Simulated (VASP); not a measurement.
Output of a VASP run:

**OUTCAR**
```
 ion  position               nearest neighbor table
   1  0.000  0.000  0.000-   2 2.57   2 2.57   2 2.57   2 2.57
   2  0.250  0.250  0.250-   1 2.57   1 2.57   1 2.57   1 2.57
  LATTYP: Found a face centered cubic cell.
 ALAT       =     5.9357914378
 Subroutine PRICEL returns:
 Original cell was already a primitive cell.
 Subroutine GETGRP returns: Found 24 space group operations
The static configuration has the point symmetry T_d .
The dynamic configuration has the point symmetry T_d .
 Subroutine INISYM returns: Found 24 space group operations
 Subroutine IBZKPT returns following result:
 Found     20 irreducible k-points:

 Following reciprocal coordinates:
            Coordinates               Weight
  0.000000  0.000000  0.000000      1.000000
  0.142857  0.000000  0.000000      8.000000
  0.285714  0.000000  0.000000      8.000000
  0.428571  0.000000  0.000000      8.000000
  0.142857  0.142857  0.000000      6.000000
  0.285714  0.142857  0.000000     24.000000
  0.428571  0.142857  0.000000     24.000000
 -0.428571  0.142857  0.000000     24.000000
 -0.285714  0.142857  0.000000     24.000000
 -0.142857  0.142857  0.000000     12.000000
  0.285714  0.285714  0.000000      6.000000
  0.428571  0.285714  0.000000     24.000000
 -0.428571  0.285714  0.000000     24.000000
 -0.285714  0.285714  0.000000     12.000000
  0.428571  0.428571  0.000000      6.000000
 -0.428571  0.428571  0.000000     12.000000
  0.428571  0.285714  0.142857     24.000000
 -0.428571  0.285714  0.142857     48.000000
 -0.428571  0.428571  0.142857     24.000000
 -0.285714  0.428571  0.142857     24.000000
   k-points           NKPTS =     20   k-points in BZ     NKDIM =     20   number of bands    NBANDS=     13
   number of dos      NEDOS =    301   number of ions     NIONS =      2
   total plane-waves  NPLWV =  21952
   dimension x,y,z NGX =    28 NGY =   28 NGZ =   28
   dimension x,y,z NGXF=    56 NGYF=   56 NGZF=   56
   ions per type =               1   1
   PREC   = accura    normal or accurate (medium, high low for compatibility)
   ISTART =      0    job   : 0-new  1-cont  2-samecut
   ICHARG =      2    charge: 1-file 2-atom 10-const
   ISPIN  =      1    spin polarized calculation?
   LNONCOLLINEAR =      F non collinear calculations
   LSORBIT =      F    spin-orbit coupling
   INIWAV =      1    electr: 0-lowe 1-rand  2-diag
   ENCUT  =  400.0 eV  29.40 Ry    5.42 a.u.   6.84  6.84  6.84*2*pi/ulx,y,z
   NELM   =    100;   NELMIN=  2; NELMDL= -5     # of ELM steps
   EDIFF  = 0.1E-05   stopping-criterion for ELM
   LREAL  =      F    real-space projection
   NLSPLINE    = F    spline interpolate recip. space projectors
   LMAXMIX     =    4 max onsite mixed and CHGCAR
   VOSKOWN=      0    Vosko Wilk Nusair interpolation
   EDIFFG = -.1E-01   stopping-criterion for IOM
   NSW    =     60    number of steps for IOM
   NBLOCK =      1;   KBLOCK =     60    inner block; outer block
   IBRION =      2    ionic relax: 0-MD 1-quasi-New 2-CG
   NFREE  =      1    steps in history (QN), initial steepest desc. (CG)
   ISIF   =      3    stress and relaxation
   ISYM   =      2    0-nonsym 1-usesym 2-fastsym
   TEIN   =    0.0    initial temperature
   TEBEG  =    0.0;   TEEND  =   0.0 temperature during run
   SMASS  =  -3.00    Nose mass-parameter (am)
   PSTRESS=    0.0 pullay stress
   NELECT =      18.0000    total number of electrons
   EFERMI =   0.00;   METHOD = LEGACY
   ISMEAR =     0;   SIGMA  =   0.05  broadening in eV -4-tet -1-fermi 0-gaus
   IALGO  =     38    algorithm
   LDIAG  =      T    sub-space diagonalisation (order eigenvalues)
   IMIX   =      4    mixing-type and parameters
     AMIX     =   0.40;   BMIX     =  1.00
     AMIX_MAG =   1.60;   BMIX_MAG =  1.00
     AMIN     =   0.10
   GGA     = PS    functional components
   VOSKOWN =     0    Vosko Wilk Nusair interpolation
   LHFCALC =     F    Hartree Fock is set to
   LHFONE  =     F    Hartree Fock one center treatment
...
```

File OSZICAR:
```
...
DAV:   2    -0.632598212003E+01    0.11589E-01   -0.18813E-01   530   0.145E+01    0.444E-01
DAV:   3    -0.631926892511E+01    0.67132E-02   -0.38192E-02   525   0.663E+00    0.193E-01
DAV:   4    -0.631864116605E+01    0.62776E-03   -0.21431E-03   655   0.521E-01    0.656E-02
DAV:   5    -0.631861202494E+01    0.29141E-04   -0.62860E-05   771   0.183E-01    0.573E-02
DAV:   6    -0.631859274844E+01    0.19276E-04   -0.18859E-05   805   0.757E-02    0.159E-02
DAV:   7    -0.631859122138E+01    0.15271E-05   -0.45984E-06   601   0.689E-02    0.521E-03
DAV:   8    -0.631859146738E+01   -0.24600E-06   -0.15395E-06   383   0.900E-03
   2 F= -.63185915E+01 E0= -.63185915E+01  d E =0.557095E-03
       N       E                     dE             d eps       ncg     rms          rms(c)
DAV:   1    -0.632451251838E+01   -0.59213E-02   -0.87673E-02   520   0.750E+00    0.585E-01
DAV:   2    -0.632145439600E+01    0.30581E-02   -0.58743E-02   520   0.778E+00    0.258E-01
DAV:   3    -0.631919868397E+01    0.22557E-02   -0.12017E-02   520   0.386E+00    0.978E-02
DAV:   4    -0.631904221617E+01    0.15647E-03   -0.64856E-04   520   0.172E-01    0.404E-02
DAV:   5    -0.631902895494E+01    0.13261E-04   -0.39776E-05   702   0.189E-01    0.330E-02
DAV:   6    -0.631902493157E+01    0.40234E-05   -0.69798E-06   780   0.284E-02    0.164E-02
DAV:   7    -0.631902303549E+01    0.18961E-05   -0.30160E-06   492   0.641E-02    0.210E-03
DAV:   8    -0.631902307502E+01   -0.39528E-07   -0.95071E-07   333   0.724E-03
   3 F= -.63190231E+01 E0= -.63190231E+01  d E =0.125487E-03
       N       E                     dE             d eps       ncg     rms          rms(c)
DAV:   1    -0.631961987565E+01   -0.59684E-03   -0.84521E-03   520   0.234E+00    0.180E-01
DAV:   2    -0.631932038375E+01    0.29949E-03   -0.55224E-03   520   0.241E+00    0.785E-02
DAV:   3    -0.631911130393E+01    0.20908E-03   -0.11281E-03   520   0.117E+00    0.308E-02
DAV:   4    -0.631909571199E+01    0.15592E-04   -0.60086E-05   540   0.593E-02    0.118E-02
DAV:   5    -0.631909466853E+01    0.10435E-05   -0.28638E-06   572   0.497E-02    0.965E-03
DAV:   6    -0.631909423008E+01    0.43844E-06   -0.50316E-07   265   0.115E-02
   4 F= -.63190942E+01 E0= -.63190942E+01  d E =0.543323E-04
       N       E                     dE             d eps       ncg     rms          rms(c)
DAV:   1    -0.631956564834E+01   -0.47098E-03   -0.69343E-03   520   0.211E+00    0.164E-01
DAV:   2    -0.631931888885E+01    0.24676E-03   -0.45398E-03   520   0.219E+00    0.713E-02
DAV:   3    -0.631914689705E+01    0.17199E-03   -0.92905E-04   520   0.106E+00    0.279E-02
DAV:   4    -0.631913405198E+01    0.12845E-04   -0.49647E-05   545   0.537E-02    0.107E-02
DAV:   5    -0.631913318498E+01    0.86700E-06   -0.20630E-06   465   0.447E-02
   5 F= -.63191332E+01 E0= -.63191332E+01  d E =0.153774E-04
       N       E                     dE             d eps       ncg     rms          rms(c)
DAV:   1    -0.631925469063E+01   -0.12064E-03   -0.17470E-03   520   0.105E+00    0.833E-02
DAV:   2    -0.631919072579E+01    0.63965E-04   -0.11601E-03   520   0.111E+00    0.359E-02
DAV:   3    -0.631914657753E+01    0.44148E-04   -0.23999E-04   520   0.539E-01    0.144E-02
DAV:   4    -0.631914309773E+01    0.34798E-05   -0.12785E-05   545   0.284E-02    0.575E-03
DAV:   5    -0.631914289736E+01    0.20037E-06   -0.43837E-07   260   0.211E-02
   6 F= -.63191429E+01 E0= -.63191429E+01  d E =0.566506E-05
```

File OUTCAR:
```
------------------------ aborting loop because EDIFF is reached ----------------------------------------
  FORCE on cell =-STRESS in cart. coord.  units (eV):
  Direction    XX          YY          ZZ          XY          YZ          ZX
  --------------------------------------------------------------------------------------
  Total       -0.0129806     -0.0129806     -0.0129806      0.0000000     -0.0000000      0.0000000
  in kB       -0.3975210     -0.3975210     -0.3975210      0.0000000     -0.0000000      0.0000000
  external PRESSURE =      -0.3975210 kB  Pullay stress =       0.0000000 kB
  volume of cell :       52.32
      direct lattice vectors                 reciprocal lattice vectors
     0.000000000  2.968508780  2.968508780    -0.168434738  0.168434738  0.168434738
     2.968508780  0.000000000  2.968508780     0.168434738 -0.168434738  0.168434738
     2.968508780  2.968508780  0.000000000     0.168434738  0.168434738 -0.168434738
  FREE ENERGIE OF THE ION-ELECTRON SYSTEM (eV)
  ---------------------------------------------------
  free  energy   TOTEN  =        -6.3191428974 eV

  energy  without entropy=       -6.3191428974  energy(sigma->0) =       -6.31914290

 reached required accuracy - stopping structural energy minimisation
```
(Selected blocks of OUTCAR.)

### POSCAR
```
CuI
1
    0.0000000000     2.9678957189     2.9678957189
    2.9678957189    -0.0000000000     2.9678957189
    2.9678957189     2.9678957189     0.0000000000
Cu I
1 1
Direct
  0.0000000000   0.0000000000   0.0000000000
  0.2500000000   0.2500000000   0.2500000000
```

Problem. Write an INCAR and KPOINTS that could have produced this output.

Solution. This is not unique; one that fits is the input of the run itself, PBEsol GGA, plane waves, VASP's PBE PAW potentials (set 64).

**INCAR**
```
SYSTEM = CuI
PREC = Accurate
ENCUT = 400
EDIFF = 1E-6
NELM = 100
ALGO = Normal
LREAL = .FALSE.
LASPH = .TRUE.
ISMEAR = 0
SIGMA = 0.05
GGA = PS
LMAXMIX = 4
LWAVE = .FALSE.
LCHARG = .FALSE.
IBRION = 2
ISIF = 3
NSW = 60
EDIFFG = -0.01
```

### KPOINTS
```
Automatic mesh
0
Gamma
7 7 7
0 0 0
```

POTCAR, in this order: Cu I (PBE.64 set). Program: vasp_std.

The compound is CuI in the zinc blende structure. This run relaxes it. Symmetry was kept, so distortions that lower it aren't found. The start is the result of an earlier pass.
